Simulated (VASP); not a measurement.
Here is the system:

```xyz
3
Lattice="0.0000 2.5337 2.5337 2.5337 0.0000 2.5337 2.5337 2.5337 0.0000" Properties=species:S:1:pos:R:3 pbc="T T T"
Zr     0.0000     0.0000     0.0000
O      1.2668     1.2668     1.2668
O      3.8005     3.8005     3.8005
```

Calculation: PBEsol GGA, VASP's PBE PAW potentials (set 64) (plane waves; VASP 6.6.1). Run with 600 eV cut-off, 8×8×8 Γ-centred mesh, Gaussian smearing of 0.050 eV, potentials Zr_sv O.

Energy and stress use the plane-wave basis of the starting cell.

Question: The ions, cell shape and volume at an external pressure of 30.0 GPa are relaxed. Which structure does the run end with?

Answer: 
```xyz
3
Lattice="0.0000 2.4526 2.4526 2.4526 0.0000 2.4526 2.4526 2.4526 0.0000" Properties=species:S:1:pos:R:3 pbc="T T T"
Zr     0.0000     0.0000     0.0000
O      1.2263     1.2263     1.2263
O      3.6789     3.6789     3.6789
```
Space group Fm-3m (225), at a tolerance of 0.03 Å.

Question: How do energy and volume change from the first to the last step?

Answer: The energy (σ→0) changes by +86.2 meV/atom and the volume by -9.3 %, in 5 ionic steps.

| step | E(σ→0) (eV) | max force (eV/Å) | pressure (GPa) | volume (Å³) |
|---|---|---|---|---|
| 1 | -29.9295 | 0.000 | -0.24 | 32.53 |
| 2 | -26.7865 | 0.000 | 151.52 | 23.81 |
| 3 | -29.7125 | 0.000 | 27.23 | 29.74 |
| 4 | -29.6814 | 0.000 | 29.42 | 29.56 |
| 5 | -29.6707 | 0.000 | 30.14 | 29.51 |

The compound is ZrO2 in the fluorite structure, the high-temperature cubic form, which is unstable at 0 K; the monoclinic form is the stable one. This run relaxes it under an external pressure of 30 GPa. Symmetry was kept, so distortions that lower it aren't found.
